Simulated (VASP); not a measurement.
# Rb2LuH2 (P-3m1) in VASP: settings compared, part 3 of 3

VASP 6.6.1.

## (5) Relaxation of cell and atoms, BLYP

INCAR

```
PREC = Accurate
ENCUT = 600
EDIFF = 1E-6
ISMEAR = -1
SIGMA = 0.05
LREAL = False
LASPH = True
NELM = 100
ALGO = Normal
ISIF = 3
LWAVE = False
LCHARG = False
GGA = B5
ALDAX = 1.0
AGGAX = 1.0
AGGAC = 1.0
ALDAC = 0.0
IBRION = 2
NSW = 60
EDIFFG = -0.01
```

KPOINTS

```
regular mesh
0
Gamma
  6 6 3
```

POSCAR

```
Rb2LuH2
1.0
    3.8418600000      0.0000000000      0.0000000000
   -1.9209300000      3.3271500000      0.0000000000
    0.0000000000      0.0000000000     11.4651800000
Rb Lu H
2 1 2
Direct
    0.3333300000      0.6666700000      0.6988200000
    0.6666700000      0.3333300000      0.3011800000
    0.0000000000      0.0000000000      0.0000000000
    0.6666700000      0.3333300000      0.9386300000
    0.3333300000      0.6666700000      0.0613700000
```

Potentials or basis: VASP PAW PBE potentials, release 64 (Rb_sv, Lu, H).

Launch:

```bash
$ cat potpaw_PBE.64/Rb_sv/POTCAR potpaw_PBE.64/Lu/POTCAR potpaw_PBE.64/H/POTCAR > POTCAR
$ mpirun -np 1 vasp_std > vasp.out
```

OUTCAR:

```text
PREC = Accurate
   ENCUT = 600
   EDIFF = 1E-6
   ISMEAR = -1
   LREAL = False
   LASPH = True
   NELM = 100
   ISIF = 3
   GGA = B5
   IBRION = 2
   NSW = 60
   EDIFFG = -0.01

 ion  position               nearest neighbor table
   1  0.333  0.667  0.699-   3 4.10   3 4.10   3 4.10   2 5.07   2 5.07   2 5.07
   2  0.667  0.333  0.301-   3 4.10   3 4.10   3 4.10   1 5.07   1 5.07   1 5.07
   3  0.000  0.000  0.000-   4 2.33   5 2.33   4 2.33   5 2.33   4 2.33   5 2.33   1 4.10   2 4.10
                             1 4.10   2 4.10   2 4.10   1 4.10
   4  0.667  0.333  0.939-   3 2.33   3 2.33   3 2.33
   5  0.333  0.667  0.061-   3 2.33   3 2.33   3 2.33

  LATTYP: Found a hexagonal cell.
 ALAT       =     3.8418600000
 C/A-ratio  =     2.9842784485

  Lattice vectors:

 A1 = (   3.8418600000,   0.0000000000,   0.0000000000)
 A2 = (  -1.9209300000,   3.3271500000,   0.0000000000)
 A3 = (   0.0000000000,   0.0000000000,  11.4651800000)

Analysis of symmetry for initial positions (statically):
=====================================================================
 Subroutine PRICEL returns:
 Original cell was already a primitive cell.

 Routine SETGRP: Setting up the symmetry group for a
 hexagonal supercell.

 Subroutine GETGRP returns: Found  4 space group operations
 (whereof  4 operations were pure point group operations)
 out of a pool of 24 trial point group operations.

The static configuration has the point symmetry C_2h.

Analysis of symmetry for dynamics (positions and initial velocities):
=====================================================================
 Subroutine PRICEL returns:
 Original cell was already a primitive cell.

 Routine SETGRP: Setting up the symmetry group for a
 hexagonal supercell.

 Subroutine GETGRP returns: Found  4 space group operations
 (whereof  4 operations were pure point group operations)
 out of a pool of 24 trial point group operations.

The dynamic configuration has the point symmetry C_2h.

 Subroutine INISYM returns: Found  4 space group operations
[... 147 lines left out ...]
  ext. energy  EPLUGINS =         0.00000000
  ---------------------------------------------------
  free energy    TOTEN  =       -11.33115588 eV

  energy without entropy =      -11.31537316  energy(sigma->0) =      -11.32326452

------------------------ aborting loop because EDIFF is reached ----------------------------------------

  FORCE on cell =-STRESS in cart. coord.  units (eV):
  Direction    XX          YY          ZZ          XY          YZ          ZX
  --------------------------------------------------------------------------------------
  -------------------------------------------------------------------------------------
  Total        0.9689957      0.9689041      0.6145919     -0.0000802     -0.0000185      0.0000322
  in kB       10.5934550     10.5924534      6.7189683     -0.0008765     -0.0002026      0.0003516
  external PRESSURE =       9.3016255 kB  Pullay stress =       0.0000000 kB
[... 98 lines left out ...]
  FREE ENERGIE OF THE ION-ELECTRON SYSTEM (eV)
  ---------------------------------------------------
  free  energy   TOTEN  =       -11.3530000501 eV

  energy  without entropy=      -11.3389471079  energy(sigma->0) =      -11.34597358

[... ionic steps 4 to 31 ...]

--------------------------------------- Ionic step       32  -------------------------------------------

 number of electron      44.9999996 magnetization

------------------------ aborting loop because EDIFF is reached ----------------------------------------
[... 73 lines left out ...]
--------------------------------------- Ionic step       34  -------------------------------------------

 number of electron      44.9999992 magnetization

 Free energy of the ion-electron system (eV)
  ---------------------------------------------------
  ext. energy  EPLUGINS =         0.00000000
  ---------------------------------------------------
  free energy    TOTEN  =       -11.35948745 eV

  energy without entropy =      -11.34683220  energy(sigma->0) =      -11.35315983

 E-fermi :   1.8124     XC(G=0):  -7.0519

 val. band max:        1.8009122797   @ k =   0.3333  -0.0000   0.3333
 cond. band min:       1.9801412289   @ k =   0.0000   0.0000   0.0000
 fundamental gap:      0.1792289492
 Fermi energy:         1.8124052462

 k-point     1 :       0.0000    0.0000    0.0000
  band No.  band energies     occupation
      1     -55.1519      2.00000
      2     -27.1811      2.00000
      3     -27.1803      2.00000
      4     -26.0579      2.00000
      5     -25.9010      2.00000
      6     -25.9010      2.00000
[... 709 lines left out ...]
     26       3.3016      0.00000
     27       3.9132      0.00000

 [... further k-points ...]

------------------------ aborting loop because EDIFF is reached ----------------------------------------

  FORCE on cell =-STRESS in cart. coord.  units (eV):
  Direction    XX          YY          ZZ          XY          YZ          ZX
  --------------------------------------------------------------------------------------
  -------------------------------------------------------------------------------------
  Total        0.0063700      0.0064829     -0.0185615      0.0000978      0.0000192     -0.0000333
  in kB        0.0648556      0.0660051     -0.1889813      0.0009955      0.0001958     -0.0003392
  external PRESSURE =      -0.0193735 kB  Pullay stress =       0.0000000 kB
[... 20 lines left out ...]
  FREE ENERGIE OF THE ION-ELECTRON SYSTEM (eV)
  ---------------------------------------------------
  free  energy   TOTEN  =       -11.3594874530 eV

  energy  without entropy=      -11.3468321990  energy(sigma->0) =      -11.35315983

 reached required accuracy - stopping structural energy minimisation
```

OSZICAR:

```text
N       E                     dE             d eps       ncg     rms          rms(c)
DAV:   1     0.406249346758E+03    0.40625E+03   -0.19932E+04  2339   0.411E+03
DAV:   2     0.379321081945E+02   -0.36832E+03   -0.35746E+03  2236   0.644E+02
DAV:   3    -0.988695165360E+01   -0.47819E+02   -0.47159E+02  2393   0.152E+02
[... 261 lines left out ...]
DAV:   4    -0.113593445025E+02   -0.92693E-06   -0.32388E-03  3081   0.547E-01    0.846E-02
DAV:   5    -0.113594322010E+02   -0.87699E-04   -0.63750E-04  3207   0.261E-01    0.593E-02
DAV:   6    -0.113594827955E+02   -0.50594E-04   -0.19120E-04  2668   0.179E-01    0.141E-02
DAV:   7    -0.113594868935E+02   -0.40981E-05   -0.64617E-05  3187   0.106E-01    0.445E-03
DAV:   8    -0.113594874530E+02   -0.55949E-06   -0.69435E-06  2269   0.172E-02
  34 F= -.11359487E+02 E0= -.11353160E+02  d E =-.343615E-03
```

CONTCAR:

```text
Rb2LuH2
   1.00000000000000
     3.9260446867735808   -0.0000272795561483    0.0000162244747945
    -1.9630459681874077    3.4000425450974903   -0.0000162244832125
     0.0000478662448067   -0.0000276356040883   11.7886995293959789
  Rb              Lu              H
     2     1     2
Direct
     0.3333303953579709    0.6666696046420304    0.7018712154682537
     0.6666696046420291    0.3333303953579697    0.2981287845317463
     0.0000000000000000    0.0000000000000000    0.0000000000000000
     0.6666652848831683    0.3333347151168394    0.9451472751695869
     0.3333347151168315    0.6666652848831606    0.0548527248304131

  0.00000000E+00  0.00000000E+00  0.00000000E+00
  0.00000000E+00  0.00000000E+00  0.00000000E+00
  0.00000000E+00  0.00000000E+00  0.00000000E+00
  0.00000000E+00  0.00000000E+00  0.00000000E+00
  0.00000000E+00  0.00000000E+00  0.00000000E+00
```

Wall time 44 min (1 thread of Intel Xeon Platinum 8488C (Sapphire Rapids), shared host); peak memory 0.42 GiB.

Results:

```yaml
Free_energy: -11.3595 eV
Relaxed_volume: 31.47 Å³/atom
Relaxed_cell: a = 3.926 Å, b = 3.926 Å, c = 11.789 Å, α = 90.00°, β = 90.00°, γ = 120.00°
Space_group_after_relaxing_to_0.05_Å: P-3m1 (No. 164)
Energy_gained_by_relaxing: 5.7 meV/atom
Ionic_steps: 34
Pressure_after_relaxing: 0.0 GPa
Largest_force_after_relaxing: 0.005 eV/Å
Band_gap_on_the_k_mesh: none (metal or under the smearing width)
```

Forces on the atoms (eV/Å):
```
Rb   0.000  0.000  0.004
Rb   0.000  0.000 -0.004
Lu   0.000  0.000  0.000
H    0.000  0.000 -0.005
H    0.000  0.000  0.005
```

The path:
```
step  energy change (eV)  largest force (eV/Å)  pressure (GPa)  volume (Å³)
   1              0.0000                0.0336            0.93       146.55
   2             -0.0163                0.0417            0.45       150.19
   3             -0.0218                0.0698            0.06       153.66
   4             -0.0219                0.0733           -0.01       154.10
   5             -0.0219                0.0720            0.00       153.95
   6             -0.0227                0.0674            0.01       154.13
   7             -0.0245                0.0533            0.00       154.69
   8             -0.0267                0.0256            0.01       155.81
   9             -0.0270                0.0239            0.00       156.35
  10             -0.0277                0.0195           -0.01       156.56
  11             -0.0280                0.0156           -0.02       156.73
  12             -0.0280                0.0142            0.00       156.79
  13             -0.0280                0.0138            0.01       156.80
  14             -0.0280                0.0130            0.05       156.83
  15             -0.0277                0.0148           -0.14       158.01
  16             -0.0280                0.0134           -0.03       157.14
  17             -0.0280                0.0133           -0.04       157.08
  18             -0.0280                0.0132           -0.04       156.96
  19             -0.0280                0.0130           -0.02       156.90
  20             -0.0280                0.0128           -0.05       156.87
  21             -0.0280                0.0128           -0.05       156.85
  22             -0.0280                0.0130           -0.03       156.84
  23             -0.0280                0.0129           -0.04       156.84
  24             -0.0280                0.0131           -0.03       156.84
  25             -0.0280                0.0132           -0.03       156.84
  26             -0.0280                0.0131           -0.03       156.84
  27             -0.0280                0.0130           -0.02       156.84
  28             -0.0280                0.0130           -0.02       156.84
  29             -0.0280                0.0130           -0.02       156.84
  30             -0.0280                0.0130           -0.02       156.83
  31             -0.0280                0.0130           -0.02       156.83
  32             -0.0280                0.0130           -0.02       156.83
  33             -0.0281                0.0104           -0.01       156.98
  34             -0.0283                0.0046            0.00       157.36
```

Final structure:
```cif
data_structure
_symmetry_space_group_name_H-M 'P 1'
_symmetry_Int_Tables_number 1
_cell_length_a 3.9260
_cell_length_b 3.9260
_cell_length_c 11.7887
_cell_angle_alpha 90.000
_cell_angle_beta 90.000
_cell_angle_gamma 120.001
_cell_volume 157.36
loop_
_atom_site_label
_atom_site_type_symbol
_atom_site_fract_x
_atom_site_fract_y
_atom_site_fract_z
_atom_site_occupancy
Rb1 Rb 0.33333 0.66667 0.70187 1
Rb2 Rb 0.66667 0.33333 0.29813 1
Lu1 Lu 0.00000 0.00000 0.00000 1
H1 H 0.66667 0.33333 0.94515 1
H2 H 0.33333 0.66667 0.05485 1
```

Caveat: the PAW data sets were made with another functional, which shifts forces and pressure a little.

## (6) The runs side by side

| level | cell | target pressure | gap on the mesh (eV) | pressure (GPa) | relaxed volume (Å³/atom) | largest force (eV/Å) |
| --- | --- | --- | --- | --- | --- | --- |
| LDA | relaxed | - | none | 0.0 | 25.89 | 0.01 |
| LDA | relaxed to 2 GPa | 2 GPa | none | 2.0 | - | 0.01 |
| LDA | relaxed to 5 GPa | 5 GPa | none | 5.0 | - | 0.01 |
| BLYP | relaxed | - | none | 0.0 | 31.47 | - |

Alike in all rows: task relaxation of cell and atoms; potentials or basis VASP PAW PBE potentials, release 64 (Rb_sv, Lu, H); no spin polarisation; k mesh 6 × 6 × 3; cutoff (eV) 600; smearing fermi-dirac 0.05 eV.

Caveats: the PAW data sets were made with another functional, which shifts forces and pressure a little; the cell is relaxed towards a set pressure, so the enthalpy falls and the energy may rise (some runs); the volume moved by over 15 % at a fixed basis, so the end points are rough (some runs).

Total energies depend on the potentials used, so only differences within one code and one set of settings carry meaning.
